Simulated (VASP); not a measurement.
# AsPb (Pm-3m) in VASP: equation of state

Aim: energy against volume of AsPb in PBE, for its equilibrium volume and stiffness.

Program: VASP 6.6.1. These are calculated values, not measurements. Logs are shortened: lines on timing, memory, paths and dates and some standing lists are left out, and cuts for length are marked.

**1. The crystal as given**

It takes space group Pm-3m (No. 221, cubic). Conventional cell: a = 3.714 Å, b = 3.714 Å, c = 3.714 Å, α = 90.00°, β = 90.00°, γ = 90.00°. As (site symmetry m-3m) is surrounded by 8 Pb at 3.22 Å. Pb (site symmetry m-3m) is surrounded by 8 As at 3.22 Å.

The cell was built by a generator and needn't be a form met in nature.

**2. Equation of state, PBE, 24.07 Å³/atom (volume scaled by 0.94)**

Contents of INCAR:

```
PREC = Accurate
ENCUT = 520
EDIFF = 1E-7
ISMEAR = -1
SIGMA = 0.05
LREAL = False
LASPH = True
NELM = 60
ALGO = Normal
ISIF = 2
LWAVE = False
LCHARG = False
GGA = PE
NBANDS = 16
```

Contents of KPOINTS:

```
Automatic mesh
0
Gamma
  7 7 7
```

Contents of POSCAR:

```
AsPb
1.0
    3.6379477071      0.0000000000      0.0000000000
    0.0000000000      3.6379477071      0.0000000000
    0.0000000000      0.0000000000      3.6379477071
As Pb
1 1
Direct
    0.5000000000      0.5000000000      0.5000000000
    0.0000000000      0.0000000000      0.0000000000
```

Potentials or basis: VASP PAW PBE potentials, release 64 (As, Pb_d).

Command:

```bash
cat potpaw_PBE.64/As/POTCAR potpaw_PBE.64/Pb_d/POTCAR > POTCAR
mpirun -np 1 vasp_std > vasp.out
```

OUTCAR:

```text
PREC = Accurate
   ENCUT = 520
   EDIFF = 1E-7
   ISMEAR = -1
   LREAL = False
   LASPH = True
   NELM = 60
   ISIF = 2
   GGA = PE

 Found     20 irreducible k-points:

 Following reciprocal coordinates:
            Coordinates               Weight
  0.000000  0.000000  0.000000      1.000000
  0.142857  0.000000  0.000000      6.000000
  0.285714  0.000000  0.000000      6.000000
  0.428571  0.000000  0.000000      6.000000
  0.142857  0.142857  0.000000     12.000000
  0.285714  0.142857  0.000000     24.000000
   k-points           NKPTS =     20   k-points in BZ     NKDIM =     20   number of bands    NBANDS=     16
   number of dos      NEDOS =    301   number of ions     NIONS =      2
   total plane-waves  NPLWV =  21952
   dimension x,y,z NGX =    28 NGY =   28 NGZ =   28
   dimension x,y,z NGXF=    56 NGYF=   56 NGZF=   56
   ions per type =               1   1
   NGX,Y,Z   is equivalent  to a cutoff of  12.80, 12.80, 12.80 a.u.
   NGXF,Y,Z  is equivalent  to a cutoff of  25.59, 25.59, 25.59 a.u.
 SYSTEM =  unknown system
   PREC   = accura    normal or accurate (medium, high low for compatibility)
   ISTART =      0    job   : 0-new  1-cont  2-samecut
   ICHARG =      2    charge: 1-file 2-atom 10-const
   ISPIN  =      1    spin polarized calculation?
   LNONCOLLINEAR =      F non collinear calculations
   LSORBIT =      F    spin-orbit coupling
   LASPH  =      T    aspherical Exc in radial PAW
   ENCUT  =  520.0 eV  38.22 Ry    6.18 a.u.   6.76  6.76  6.76*2*pi/ulx,y,z
   NELM   =     60;   NELMIN=  2; NELMDL= -5     # of ELM steps
   EDIFF  = 0.1E-06   stopping-criterion for ELM
   LREAL  =      F    real-space projection
   EDIFFG = 0.1E-05   stopping-criterion for IOM
   NSW    =      0    number of steps for IOM
   IBRION =     -1    ionic relax: 0-MD 1-quasi-New 2-CG
   NFREE  =      0    steps in history (QN), initial steepest desc. (CG)
   ISIF   =      2    stress and relaxation
   ISYM   =      2    0-nonsym 1-usesym 2-fastsym
   POTIM  = 0.5000    time-step for ionic-motion
   TEBEG  =    0.0;   TEEND  =   0.0 temperature during run
   PSTRESS=    0.0 pullay stress
   NELECT =      19.0000    total number of electrons
   NUPDOWN=      -1.0000    fix difference up-down
   EMIN   =  10.00;   EMAX   =-10.00  energy-range for DOS
   EFERMI =   0.00;   METHOD = LEGACY
   ISMEAR =    -1;   SIGMA  =   0.05  broadening in eV -4-tet -1-fermi 0-gaus
   EFERMI_NEDOS =   21; number of points for ismear=-14 and -15
   IALGO  =     38    algorithm
   IMIX   =      4    mixing-type and parameters
     AMIX     =   0.40;   BMIX     =  1.00
     AMIX_MAG =   1.60;   BMIX_MAG =  1.00
  volume/ion in A,a.u.               =      24.07       162.46
  Fermi-wavevector in a.u.,A,eV,Ry     =   1.200797  2.269177 19.618422  1.441913
  Thomas-Fermi vector in A             =   2.336623
   LORBIT       =      0    0 simple, 1 ext, 2 COOP (PROOUT), +10 PAW based schemes
   GGA     = PE    functional components
   LHFCALC =     F    Hartree Fock is set to
   AEXX    =    0.0000 exact exchange contribution
   IVDW    =     0    specifies the selected vdW correction
   LEPSILON=     F    determine dielectric tensor
   LRPA    =     F    only Hartree local field effects (RPA)
 non-spin polarized calculation
  energy-cutoff  :      520.00
  volume of cell :       48.15
 maximum number of plane-waves:      1313
 NGX is ok and might be reduce to    28
   NGX = 13   NGY = 13   NGZ = 13

 number of electron      18.9999992 magnetization

 Free energy of the ion-electron system (eV)
  ---------------------------------------------------
  ext. energy  EPLUGINS =         0.00000000
  ---------------------------------------------------
  free energy    TOTEN  =        -7.80072273 eV

  energy without entropy =       -7.78973709  energy(sigma->0) =       -7.79522991

 E-fermi :   6.8649     XC(G=0): -10.5355

 val. band max:        6.8070567960   @ k =   0.2857   0.1429   0.0000
 cond. band min:       6.9369029684   @ k =   0.1429   0.1429   0.0000
 fundamental gap:      0.1298461724
 Fermi energy:         6.8649132081

 k-point     1 :       0.0000    0.0000    0.0000
  band No.  band energies     occupation
      1     -10.0403      2.00000
      2     -10.0403      2.00000
      3      -9.8337      2.00000
      4      -9.8337      2.00000
      5      -9.8337      2.00000
      6      -6.2121      2.00000
[... 8 lines left out ...]
     15      14.4801      0.00000
     16      20.2903      0.00000

 k-point     2 :       0.1429    0.0000    0.0000
  band No.  band energies     occupation
      1     -10.0381      2.00000
      2     -10.0082      2.00000
      3      -9.8468      2.00000
      4      -9.8468      2.00000
      5      -9.8326      2.00000
      6      -5.9904      2.00000
[... 8 lines left out ...]
     15      13.7230      0.00000
     16      18.7756      0.00000

 k-point     3 :       0.2857    0.0000    0.0000
  band No.  band energies     occupation
      1     -10.0330      2.00000
      2      -9.9368      2.00000
      3      -9.8759      2.00000
      4      -9.8759      2.00000
      5      -9.8301      2.00000
      6      -5.3392      2.00000
[... 8 lines left out ...]
     15      16.1277      0.00000
     16      16.8033      0.00000

 k-point     4 :       0.4286    0.0000    0.0000
  band No.  band energies     occupation
      1     -10.0290      2.00000
      2      -9.8991      2.00000
      3      -9.8991      2.00000
      4      -9.8804      2.00000
      5      -9.8281      2.00000
      6      -4.3876      2.00000
[... 8 lines left out ...]
     15      15.4645      0.00000
     16      19.7848      0.00000

 k-point     5 :       0.1429    0.1429    0.0000
  band No.  band energies     occupation
      1     -10.0213      2.00000
      2      -9.9900      2.00000
      3      -9.8627      2.00000
      4      -9.8468      2.00000
      5      -9.8439      2.00000
      6      -5.7679      2.00000
[... 8 lines left out ...]
     15      14.5799      0.00000
     16      17.9009      0.00000

 k-point     6 :       0.2857    0.1429    0.0000
  band No.  band energies     occupation
      1     -10.0110      2.00000
      2      -9.9224      2.00000
      3      -9.8978      2.00000
      4      -9.8739      2.00000
      5      -9.8420      2.00000
      6      -5.1185      2.00000
[... 8 lines left out ...]
     15      16.4032      0.00000
     16      17.4028      0.00000

 [... further k-points ...]

------------------------ aborting loop because EDIFF is reached ----------------------------------------

  FORCE on cell =-STRESS in cart. coord.  units (eV):
  Direction    XX          YY          ZZ          XY          YZ          ZX
  --------------------------------------------------------------------------------------
  -------------------------------------------------------------------------------------
  Total        1.2435436      1.2435436      1.2435436      0.0000000      0.0000000     -0.0000000
  in kB       41.3811217     41.3811217     41.3811217      0.0000000      0.0000000     -0.0000000
  external PRESSURE =      41.3811217 kB  Pullay stress =       0.0000000 kB

 VOLUME and BASIS-vectors are now :
 -----------------------------------------------------------------------------
  energy-cutoff  :      520.00
  volume of cell :       48.15
      direct lattice vectors                 reciprocal lattice vectors
     3.637947707  0.000000000  0.000000000     0.274880257  0.000000000  0.000000000
     0.000000000  3.637947707  0.000000000     0.000000000  0.274880257  0.000000000
     0.000000000  0.000000000  3.637947707     0.000000000  0.000000000  0.274880257

 POSITION                                       TOTAL-FORCE (eV/Angst)
 -----------------------------------------------------------------------------------
      1.81897      1.81897      1.81897         0.000000      0.000000      0.000000
      0.00000      0.00000      0.00000         0.000000      0.000000      0.000000
 -----------------------------------------------------------------------------------
    total drift:                               -0.000000      0.000000     -0.000000

  FREE ENERGIE OF THE ION-ELECTRON SYSTEM (eV)
  ---------------------------------------------------
  free  energy   TOTEN  =        -7.8007227348 eV

  energy  without entropy=       -7.7897370863  energy(sigma->0) =       -7.79522991
```

It took 9.2 s on 1 thread of Intel Xeon 6975P-C (Granite Rapids), shared host; peak memory 0.16 GiB.

Results:

* Free energy: -7.8007 eV
* Pressure: 4.1 GPa
* Band gap on the k mesh: none (metal or under the smearing width)

**3. Equation of state, PBE, 24.59 Å³/atom (volume scaled by 0.96)**

Contents of INCAR:

```
SYSTEM = AsPb
PREC = Accurate ; ENCUT = 520
EDIFF = 1E-7 ; ISMEAR = -1
SIGMA = 0.05 ; LREAL = .False.
LASPH = .True. ; NELM = 60
ALGO = Normal ; ISIF = 2
LWAVE = .False. ; LCHARG = .False.
GGA = PE ; NBANDS = 16
```

Contents of KPOINTS:

```
regular mesh
0
Gamma
  7 7 7
  0 0 0
```

Contents of POSCAR:

```
AsPb
1.0
    3.6635679013      0.0000000000      0.0000000000
    0.0000000000      3.6635679013      0.0000000000
    0.0000000000      0.0000000000      3.6635679013
As Pb
1 1
Direct
    0.5000000000      0.5000000000      0.5000000000
    0.0000000000      0.0000000000      0.0000000000
```

Potentials or basis: VASP PAW PBE potentials, release 64 (As, Pb_d).

Command:

```bash
cat potpaw_PBE.64/As/POTCAR potpaw_PBE.64/Pb_d/POTCAR > POTCAR
mpirun -np 1 vasp_std > vasp.out
```

Wall time 8.9 s (1 thread of Intel Xeon 6975P-C (Granite Rapids), shared host); peak memory 0.16 GiB.

It converged, with:

| Property | Result |
| --- | --- |
| Free energy | -7.8229 eV |
| Pressure | 2.7 GPa |
| Band gap on the k mesh | none (metal or under the smearing width) |

**4. Equation of state, PBE, 25.10 Å³/atom (volume scaled by 0.98)**

Contents of INCAR:

```
PREC = Accurate ; ENCUT = 520
EDIFF = 1E-7 ; ISMEAR = -1
SIGMA = 0.05 ; LREAL = F
LASPH = T ; NELM = 100
ALGO = Normal ; ISIF = 2
LWAVE = F ; LCHARG = F
GGA = PE ; NBANDS = 16
```

Contents of KPOINTS:

```
regular mesh
0
Gamma
  7 7 7
```

Contents of POSCAR:

```
AsPb
1.0
    3.6888346852      0.0000000000      0.0000000000
    0.0000000000      3.6888346852      0.0000000000
    0.0000000000      0.0000000000      3.6888346852
As Pb
1 1
Direct
    0.5000000000      0.5000000000      0.5000000000
    0.0000000000      0.0000000000      0.0000000000
```

Command:

```bash
cat potpaw_PBE.64/As/POTCAR potpaw_PBE.64/Pb_d/POTCAR > POTCAR
mpirun -np 1 vasp_std > vasp.out
```

Wall time 8.7 s (1 thread of Intel Xeon 6975P-C (Granite Rapids), shared host); peak memory 0.16 GiB.

Results (log left out):

* Free energy: -7.8366 eV
* Pressure: 1.5 GPa
* Band gap on the k mesh: none (metal or under the smearing width)

**5. Equation of state, PBE, 26.12 Å³/atom (volume scaled by 1.02)**

Contents of INCAR:

```
SYSTEM = AsPb
PREC = Accurate ; ENCUT = 520
EDIFF = 1E-7 ; ISMEAR = -1
SIGMA = 0.05 ; LREAL = .False.
LASPH = .True. ; NELM = 60
ALGO = Normal ; ISIF = 2
LWAVE = .False. ; LCHARG = .False.
GGA = PE ; NBANDS = 16
```

Contents of KPOINTS:

```
regular mesh
0
Gamma
  7 7 7
  0 0 0
```

Contents of POSCAR:

```
AsPb
1.0
    3.7383551539      0.0000000000      0.0000000000
    0.0000000000      3.7383551539      0.0000000000
    0.0000000000      0.0000000000      3.7383551539
As Pb
1 1
Direct
    0.5000000000      0.5000000000      0.5000000000
    0.0000000000      0.0000000000      0.0000000000
```

Command:

```bash
cat potpaw_PBE.64/As/POTCAR potpaw_PBE.64/Pb_d/POTCAR > POTCAR
mpirun -np 1 vasp_std > vasp.out
```

Run time: 9.2 s. Hardware: 1 thread of Intel Xeon 6975P-C (Granite Rapids), shared host; peak memory 0.16 GiB.

It converged, with:

- Free energy: -7.8418 eV
- Pressure: -0.7 GPa
- Band gap on the k mesh: none (metal or under the smearing width)

**6. Equation of state, PBE, 26.63 Å³/atom (volume scaled by 1.04)**

Contents of INCAR:

```
SYSTEM = AsPb
ALGO = Normal
EDIFF = 1E-7
ENCUT = 520
GGA = PE
ISIF = 2
ISMEAR = -1
LASPH = .TRUE.
LCHARG = .FALSE.
LREAL = .FALSE.
LWAVE = .FALSE.
NBANDS = 16
NELM = 60
PREC = Accurate
SIGMA = 0.05
```

Contents of KPOINTS:

```
k-points
0
G
  7 7 7
  0 0 0
```

Contents of POSCAR:

```
AsPb
1.0
    3.7626308675      0.0000000000      0.0000000000
    0.0000000000      3.7626308675      0.0000000000
    0.0000000000      0.0000000000      3.7626308675
As Pb
1 1
Direct
    0.5000000000      0.5000000000      0.5000000000
    0.0000000000      0.0000000000      0.0000000000
```

Potentials or basis: VASP PAW PBE potentials, release 64 (As, Pb_d).

Command:

```bash
cat potpaw_PBE.64/As/POTCAR potpaw_PBE.64/Pb_d/POTCAR > POTCAR
mpirun -np 1 vasp_std > vasp.out
```

Wall time 9.1 s (1 thread of Intel Xeon 6975P-C (Granite Rapids), shared host); peak memory 0.16 GiB.

It converged, with:

- Free energy: -7.8349 eV
- Pressure: -1.6 GPa
- Band gap on the k mesh: none (metal or under the smearing width)

**7. Equation of state, PBE, 27.15 Å³/atom (volume scaled by 1.06)**

Contents of INCAR:

```
SYSTEM = AsPb
PREC = Accurate ; ENCUT = 520
EDIFF = 1E-7 ; ISMEAR = -1
SIGMA = 0.05 ; LREAL = .False.
LASPH = .True. ; NELM = 100
ALGO = Normal ; ISIF = 2
LWAVE = .False. ; LCHARG = .False.
GGA = PE ; NBANDS = 16
```

Contents of KPOINTS:

```
Automatic mesh
0
Gamma
  7 7 7
  0 0 0
```

Contents of POSCAR:

```
AsPb
1.0
    3.7865973154      0.0000000000      0.0000000000
    0.0000000000      3.7865973154      0.0000000000
    0.0000000000      0.0000000000      3.7865973154
As Pb
1 1
Direct
    0.5000000000      0.5000000000      0.5000000000
    0.0000000000      0.0000000000      0.0000000000
```

Command:

```bash
cat potpaw_PBE.64/As/POTCAR potpaw_PBE.64/Pb_d/POTCAR > POTCAR
mpirun -np 1 vasp_std > vasp.out
```

It took 8.4 s on 1 thread of Intel Xeon 6975P-C (Granite Rapids), shared host; peak memory 0.16 GiB.

It converged, with:

```
Free energy            : -7.8225 eV
Pressure               : -2.4 GPa
Band gap on the k mesh : none (metal or under the smearing width)
```

**8. Equation of state, PBE**

No new run: the results of the series are fitted here.

Results:

* Equilibrium volume: 25.80 Å³/atom
* Bulk modulus: 52 GPa
* Pressure derivative of the bulk modulus: 4.5

Energy against volume, from the lowest point:
| volume (Å³/atom) | energy (meV/atom) |
| --- | --- |
| 24.074 | 20.93 |
| 24.586 | 9.83 |
| 25.098 | 3.02 |
| 25.610 | 0.00 |
| 26.122 | 0.39 |
| 26.635 | 3.83 |
| 27.147 | 10.07 |

Spin-orbit coupling is left out, which matters for the levels of Pb.
